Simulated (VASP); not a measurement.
# CaPb2F (P4/mmm) in VASP: settings compared

One crystal, CaPb2F, is run at these levels: PBE, RPBE; tasks: relaxation of cell and atoms, relaxation of the atoms.

Program: VASP 6.6.1. These are calculated values, not measurements. Logs are shortened: lines on timing, memory, paths and dates and some standing lists are left out, and cuts for length are marked.

## (1) The structure

Symmetry: P4/mmm, No. 123, tetragonal system. Conventional cell: a = 4.232 Å, b = 4.232 Å, c = 6.143 Å, α = 90.00°, β = 90.00°, γ = 90.00°. Ca (site symmetry 4/mmm) has 4 F at 2.99 Å as nearest neighbours. Around Pb (site symmetry mmm) lie 4 Pb at 2.99 Å. Around F (site symmetry 4/mmm) lie 4 Ca at 2.99 Å.

The cell was built by a generator and needn't be a form met in nature.

## (2) Relaxation of cell and atoms, PBE

The input, INCAR:

```
ALGO = Fast ; EDIFF = 1E-7
EDIFFG = -0.01 ; ENCUT = 600
GGA = PE ; IBRION = 2
ISIF = 3 ; ISMEAR = 0
LASPH = True ; LCHARG = False
LREAL = False ; LWAVE = False
NELM = 80 ; NSW = 40
PREC = Accurate ; SIGMA = 0.05
```

The input, KPOINTS:

```
k-points
0
Gamma
  6 6 5
```

The input, POSCAR:

```
CaPb2F
1.0
    4.2320600000      0.0000000000      0.0000000000
    0.0000000000      4.2320600000      0.0000000000
    0.0000000000      0.0000000000      6.1433600000
Ca Pb F
1 2 1
Direct
    0.0000000000      0.0000000000      0.0000000000
    0.0000000000      0.5000000000      0.5000000000
    0.5000000000      0.0000000000      0.5000000000
    0.5000000000      0.5000000000      0.0000000000
```

Potentials or basis: VASP PAW PBE potentials, release 64 (Ca_sv, Pb_d, F).

The run is started by

```sh
$ cat potpaw_PBE.64/Ca_sv/POTCAR potpaw_PBE.64/Pb_d/POTCAR potpaw_PBE.64/F/POTCAR > POTCAR
$ mpirun -np 1 vasp_std > vasp.out
```

OUTCAR:

```text
EDIFF = 1E-7
   EDIFFG = -0.01
   ENCUT = 600
   GGA = PE
   IBRION = 2
   ISIF = 3
   ISMEAR = 0
   LASPH = True
   LREAL = False
   NELM = 80
   NSW = 40
   PREC = Accurate

 ion  position               nearest neighbor table
   1  0.000  0.000  0.000-
   2  0.000  0.500  0.500-   3 2.99   3 2.99   3 2.99   3 2.99
   3  0.500  0.000  0.500-   2 2.99   2 2.99   2 2.99   2 2.99
   4  0.500  0.500  0.000-

  LATTYP: Found a simple tetragonal cell.
 ALAT       =     4.2320600000
 C/A-ratio  =     1.4516240318

  Lattice vectors:

 A1 = (   4.2320600000,   0.0000000000,   0.0000000000)
 A2 = (   0.0000000000,   4.2320600000,   0.0000000000)
 A3 = (   0.0000000000,   0.0000000000,   6.1433600000)

Analysis of symmetry for initial positions (statically):
=====================================================================
 Subroutine PRICEL returns:
 Original cell was already a primitive cell.

 Routine SETGRP: Setting up the symmetry group for a
 simple tetragonal supercell.

 Subroutine GETGRP returns: Found 16 space group operations
 (whereof 16 operations were pure point group operations)
 out of a pool of 16 trial point group operations.

The static configuration has the point symmetry D_4h.

Analysis of symmetry for dynamics (positions and initial velocities):
=====================================================================
 Subroutine PRICEL returns:
 Original cell was already a primitive cell.

 Routine SETGRP: Setting up the symmetry group for a
 simple tetragonal supercell.

 Subroutine GETGRP returns: Found 16 space group operations
 (whereof 16 operations were pure point group operations)
 out of a pool of 16 trial point group operations.

The dynamic configuration has the point symmetry D_4h.

 Subroutine INISYM returns: Found 16 space group operations
 (whereof 16 operations are pure point group operations),
 and found     1 'primitive' translations

----------------------------------------------------------------------------------------

                                     Primitive cell

  volume of cell :     110.0296

  direct lattice vectors                    reciprocal lattice vectors
     4.232060000  0.000000000  0.000000000     0.236291546  0.000000000  0.000000000
     0.000000000  4.232060000  0.000000000     0.000000000  0.236291546  0.000000000
     0.000000000  0.000000000  6.143360000     0.000000000  0.000000000  0.162777373
[... 98 lines left out ...]
   PSTRESS=    0.0 pullay stress
   NELECT =      45.0000    total number of electrons
   NUPDOWN=      -1.0000    fix difference up-down
   EMIN   =  10.00;   EMAX   =-10.00  energy-range for DOS
   EFERMI =   0.00;   METHOD = LEGACY
   ISMEAR =     0;   SIGMA  =   0.05  broadening in eV -4-tet -1-fermi 0-gaus
   EFERMI_NEDOS =   21; number of points for ismear=-14 and -15
   IALGO  =     68    algorithm
   IMIX   =      4    mixing-type and parameters
     AMIX     =   0.40;   BMIX     =  1.00
     AMIX_MAG =   1.60;   BMIX_MAG =  1.00
  volume/ion in A,a.u.               =      27.51       185.63
  Fermi-wavevector in a.u.,A,eV,Ry     =   1.215185  2.296367 20.091384  1.476675
  Thomas-Fermi vector in A             =   2.350581
   LORBIT       =      0    0 simple, 1 ext, 2 COOP (PROOUT), +10 PAW based schemes
   GGA     = PE    functional components
   LHFCALC =     F    Hartree Fock is set to
   AEXX    =    0.0000 exact exchange contribution
   IVDW    =     0    specifies the selected vdW correction
   LEPSILON=     F    determine dielectric tensor
   LRPA    =     F    only Hartree local field effects (RPA)
 conjugate gradient relaxation of ions
 non-spin polarized calculation
 RMM-DIIS sequential band-by-band and
 Gauss-broadening in eV      SIGMA  =   0.05
  energy-cutoff  :      600.00
  volume of cell :      110.03
 maximum number of plane-waves:      3704
 NGX is ok and might be reduce to    36
   NGX = 17   NGY = 17   NGZ = 25

--------------------------------------- Ionic step        1  -------------------------------------------

 number of electron      44.9999995 magnetization

 Free energy of the ion-electron system (eV)
  ---------------------------------------------------
  ext. energy  EPLUGINS =         0.00000000
  ---------------------------------------------------
  free energy    TOTEN  =       -14.68804793 eV

  energy without entropy =      -14.68342283  energy(sigma->0) =      -14.68573538

------------------------ aborting loop because EDIFF is reached ----------------------------------------

  FORCE on cell =-STRESS in cart. coord.  units (eV):
  Direction    XX          YY          ZZ          XY          YZ          ZX
  --------------------------------------------------------------------------------------
  -------------------------------------------------------------------------------------
  Total        0.0279680      0.0279680      0.0953634      0.0000000      0.0000000     -0.0000000
  in kB        0.4072505      0.4072505      1.3886174      0.0000000      0.0000000     -0.0000000
  external PRESSURE =       0.7343728 kB  Pullay stress =       0.0000000 kB
[... 101 lines left out ...]
--------------------------------------- Ionic step        4  -------------------------------------------

 number of electron      44.9999995 magnetization

 Free energy of the ion-electron system (eV)
  ---------------------------------------------------
  ext. energy  EPLUGINS =         0.00000000
  ---------------------------------------------------
  free energy    TOTEN  =       -14.68820879 eV

  energy without entropy =      -14.68360861  energy(sigma->0) =      -14.68590870

 E-fermi :   4.5065     XC(G=0):  -9.1445

 val. band max:        4.5001470619   @ k =   0.5000   0.3333   0.2000
 cond. band min:       4.5536568749   @ k =   0.5000   0.5000   0.2000
 fundamental gap:      0.0535098130
 Fermi energy:         4.5065477300

 k-point     1 :       0.0000    0.0000    0.0000
  band No.  band energies     occupation
      1     -37.8926      2.00000
      2     -18.8413      2.00000
      3     -18.8413      2.00000
      4     -18.8257      2.00000
      5     -17.6148      2.00000
      6     -12.8474      2.00000
[... 709 lines left out ...]
     26       7.0172      0.00000
     27       7.1955      0.00000

 [... further k-points ...]

------------------------ aborting loop because EDIFF is reached ----------------------------------------

  FORCE on cell =-STRESS in cart. coord.  units (eV):
  Direction    XX          YY          ZZ          XY          YZ          ZX
  --------------------------------------------------------------------------------------
  -------------------------------------------------------------------------------------
  Total       -0.0148138     -0.0148138      0.0049552      0.0000000      0.0000000      0.0000000
  in kB       -0.2149777     -0.2149777      0.0719098      0.0000000      0.0000000      0.0000000
  external PRESSURE =      -0.1193486 kB  Pullay stress =       0.0000000 kB
[... 19 lines left out ...]
  FREE ENERGIE OF THE ION-ELECTRON SYSTEM (eV)
  ---------------------------------------------------
  free  energy   TOTEN  =       -14.6882087933 eV

  energy  without entropy=      -14.6836086136  energy(sigma->0) =      -14.68590870

 reached required accuracy - stopping structural energy minimisation
```

CONTCAR:

```text
CaPb2F
   1.00000000000000
     4.2328810970355946   -0.0000000000000000   -0.0000000000000000
     0.0000000000000000    4.2328810970355946    0.0000000000000000
     0.0000000000000000    0.0000000000000000    6.1618683622534549
  Ca              Pb              F
     1     2     1
Direct
     0.0000000000000000    1.0000000000000000    0.0000000000000000
     1.0000000000000000    0.5000000000000000    0.5000000000000000
     0.5000000000000000    1.0000000000000000    0.5000000000000000
     0.5000000000000000    0.5000000000000000    0.0000000000000000

  0.00000000E+00  0.00000000E+00  0.00000000E+00
  0.00000000E+00  0.00000000E+00  0.00000000E+00
  0.00000000E+00  0.00000000E+00  0.00000000E+00
  0.00000000E+00  0.00000000E+00  0.00000000E+00
```

It took 5.6 min on 1 thread of Intel Xeon Platinum 8488C (Sapphire Rapids), shared host; peak memory 0.33 GiB.

What came out:

```
Free energy                            : -14.6882 eV
Relaxed volume                         : 27.60 Å³/atom
Relaxed cell                           : a = 4.233 Å, b = 4.233 Å, c = 6.162 Å, α = 90.00°, β = 90.00°, γ = 90.00°
Space group after relaxing (to 0.05 Å) : P4/mmm (No. 123)
Energy gained by relaxing              : 0.0 meV/atom
Ionic steps                            : 4
Pressure after relaxing                : 0.0 GPa
Band gap on the k mesh                 : none (metal or under the smearing width)
```

Step by step:
```
step  energy change (eV)  largest force (eV/Å)  pressure (GPa)  volume (Å³)
   1              0.0000                0.0000            0.07       110.03
   2             -0.0001                0.0000            0.02       110.23
   3             -0.0001                0.0000           -0.03       110.41
   4             -0.0002                0.0000           -0.01       110.40
```

Final structure:
```
Ca Pb F
1.0
     4.23288    0.00000    0.00000
     0.00000    4.23288    0.00000
     0.00000    0.00000    6.16187
Ca Pb F
1 2 1
Direct
  0.00000 0.00000 0.00000
  0.00000 0.50000 0.50000
  0.50000 0.00000 0.50000
  0.50000 0.50000 0.00000
```

Caveat: an odd number of electrons without spin polarisation forces a metal; a magnetic or distorted state may lie lower. The run has no spin-orbit coupling, so splittings on Pb are missing.

## (3) Relaxation of the atoms, RPBE

The input, INCAR:

```
SYSTEM = CaPb2F
ALGO = Normal
EDIFF = 1E-6
EDIFFG = -0.02
ENCUT = 520
GGA = RP
IBRION = 2
ISIF = 2
ISMEAR = 0
LASPH = .TRUE.
LCHARG = .FALSE.
LREAL = .FALSE.
LWAVE = .FALSE.
NELM = 80
NSW = 40
PREC = Accurate
SIGMA = 0.05
```

The input, KPOINTS:

```
k-points
0
G
  6 6 5
  0 0 0
```

POSCAR is that of step 2.

Potentials or basis: VASP PAW PBE potentials, release 64 (Ca_sv, Pb_d, F).

The run is started by

```sh
$ cat potpaw_PBE.64/Ca_sv/POTCAR potpaw_PBE.64/Pb_d/POTCAR potpaw_PBE.64/F/POTCAR > POTCAR
$ mpirun -np 1 vasp_std > vasp.out
```

Run time: 42 s. Hardware: 1 thread of Intel Xeon Platinum 8488C (Sapphire Rapids), shared host; peak memory 0.26 GiB.

It converged, with:

```yaml
Free_energy: -13.4735 eV
Pressure_after_relaxing: 1.7 GPa
Band_gap_on_the_k_mesh: none (metal or under the smearing width)
```

Stress tensor (GPa, compression positive):
```
1.72 0.00 0.00
0.00 1.72 0.00
0.00 0.00 1.56
```

Final structure:
```cif
data_structure
_symmetry_space_group_name_H-M 'P 1'
_symmetry_Int_Tables_number 1
_cell_length_a 4.2321
_cell_length_b 4.2321
_cell_length_c 6.1434
_cell_angle_alpha 90.000
_cell_angle_beta 90.000
_cell_angle_gamma 90.000
_cell_volume 110.03
loop_
_atom_site_label
_atom_site_type_symbol
_atom_site_fract_x
_atom_site_fract_y
_atom_site_fract_z
_atom_site_occupancy
Ca1 Ca 0.00000 0.00000 0.00000 1
Pb1 Pb 0.00000 0.50000 0.50000 1
Pb2 Pb 0.50000 0.00000 0.50000 1
F1 F 0.50000 0.50000 0.00000 1
```

Levels at points of the mesh, in eV from the Fermi level:
```csv
k point,band 20,band 21,band 22,band 23,band 24,band 25,band 26,band 27
"(0.00, 0.00, 0.00)",-3.85,-1.56,-0.82,-0.82,0.91,2.03,2.50,2.75
"(0.50, 0.00, 0.00)",-3.74,-0.32,-0.08,1.48,2.04,2.33,2.40,2.82
"(0.50, 0.50, 0.00)",-3.98,-3.53,-3.42,-0.19,-0.19,2.84,3.49,3.67
```

Caveat: the relaxation stopped at its first step, so nothing moved; the PAW data sets were made with another functional, which shifts forces and pressure a little; an odd number of electrons without spin polarisation forces a metal; a magnetic or distorted state may lie lower.

## (4) For comparison

An earlier run on the cell as given: functional PBE; potentials or basis VASP PAW PBE potentials, release 64 (Ca_sv, Pb_d, F); cutoff 520 eV; k mesh 6 × 6 × 5; occupations fermi-dirac, width 0.05 eV; no spin polarisation.

- Pressure: 0.0 GPa
- Band gap on the k mesh: none (metal or under the smearing width)

## (5) Summary

| task | level | cell | cutoff (eV) | smearing | gap on the mesh (eV) | pressure (GPa) |
| --- | --- | --- | --- | --- | --- | --- |
| relaxation of cell and atoms | PBE | relaxed | 600 | gaussian 0.05 eV | none | 0.0 |
| relaxation of the atoms | RPBE | atoms relaxed | 520 | gaussian 0.05 eV | none | 1.7 |
| single point | PBE | as given | 520 | fermi-dirac 0.05 eV | none | 0.0 |

Alike in all rows: potentials or basis VASP PAW PBE potentials, release 64 (Ca_sv, Pb_d, F); no spin polarisation; k mesh 6 × 6 × 5.

Caveats: an odd number of electrons without spin polarisation forces a metal; a magnetic or distorted state may lie lower; the relaxation stopped at its first step, so nothing moved (some runs); the PAW data sets were made with another functional, which shifts forces and pressure a little (some runs).

Total energies depend on the potentials used, so only differences within one code and one set of settings carry meaning.
